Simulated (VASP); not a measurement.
A convergence study with VASP on Pt (fcc): a few settings are varied, all else stays as given below, so the limit is that of these other settings. The cell's lengths are 1 % over those of the tabulated start, so it is off equilibrium.

```yaml
crystal:
  lattice:
    - [0.00000, 1.97960, 1.97960]
    - [1.97960, 0.00000, 1.97960]
    - [1.97960, 1.97960, 0.00000]
  atoms:
    - { symbol: Pt, position: [0.00000, 0.00000, 0.00000] }
```

All values below come from PBEsol GGA, VASP's PBE PAW potentials (set 64) (plane waves; VASP 6.6.1). The last row used: ADDGRID = .TRUE., 500 eV cut-off, 18×18×18 Γ-centred mesh, first-order Methfessel-Paxton smearing of 0.10 eV, potentials Pt.

```json
[
 {"setting": "ADDGRID = unset, ENCUT = 200, PREC = Low", "E (eV/atom)": "-6.8763", "pressure (GPa)": "-36.87", "plane waves": "113"},
 {"setting": "ADDGRID = unset, ENCUT = 200, PREC = Normal", "E (eV/atom)": "-6.8742", "pressure (GPa)": "-36.79", "plane waves": "113"},
 {"setting": "ADDGRID = .TRUE., ENCUT = 200, PREC = Normal", "E (eV/atom)": "-6.8741", "pressure (GPa)": "-36.79", "plane waves": "113"},
 {"setting": "ADDGRID = .TRUE., ENCUT = 200, PREC = Accurate", "E (eV/atom)": "-6.8666", "pressure (GPa)": "-36.92", "plane waves": "113"},
 {"setting": "ADDGRID = unset, ENCUT = 300, PREC = Low", "E (eV/atom)": "-6.9546", "pressure (GPa)": "-9.50", "plane waves": "193"},
 {"setting": "ADDGRID = unset, ENCUT = 300, PREC = Normal", "E (eV/atom)": "-6.9526", "pressure (GPa)": "-9.43", "plane waves": "193"},
 {"setting": "ADDGRID = .TRUE., ENCUT = 300, PREC = Normal", "E (eV/atom)": "-6.9526", "pressure (GPa)": "-9.43", "plane waves": "193"},
 {"setting": "ADDGRID = .TRUE., ENCUT = 300, PREC = Accurate", "E (eV/atom)": "-6.9527", "pressure (GPa)": "-9.43", "plane waves": "193"},
 {"setting": "ADDGRID = unset, ENCUT = 400, PREC = Low", "E (eV/atom)": "-6.9467", "pressure (GPa)": "-8.77", "plane waves": "295"},
 {"setting": "ADDGRID = unset, ENCUT = 400, PREC = Normal", "E (eV/atom)": "-6.9458", "pressure (GPa)": "-8.76", "plane waves": "295"},
 {"setting": "ADDGRID = .TRUE., ENCUT = 400, PREC = Normal", "E (eV/atom)": "-6.9458", "pressure (GPa)": "-8.76", "plane waves": "295"},
 {"setting": "ADDGRID = .TRUE., ENCUT = 400, PREC = Accurate", "E (eV/atom)": "-6.9458", "pressure (GPa)": "-8.76", "plane waves": "295"},
 {"setting": "ADDGRID = unset, ENCUT = 500, PREC = Low", "E (eV/atom)": "-6.9463", "pressure (GPa)": "-8.76", "plane waves": "411"},
 {"setting": "ADDGRID = unset, ENCUT = 500, PREC = Normal", "E (eV/atom)": "-6.9459", "pressure (GPa)": "-8.77", "plane waves": "411"},
 {"setting": "ADDGRID = .TRUE., ENCUT = 500, PREC = Normal", "E (eV/atom)": "-6.9459", "pressure (GPa)": "-8.77", "plane waves": "411"},
 {"setting": "ADDGRID = .TRUE., ENCUT = 500, PREC = Accurate", "E (eV/atom)": "-6.9459", "pressure (GPa)": "-8.77", "plane waves": "411"}
]
```

Left out are rungs that failed or repeat a setting and relaxations that didn't move; long series are thinned to 24 rows.

The compound is Pt in the fcc structure. The cell was not relaxed at this level.
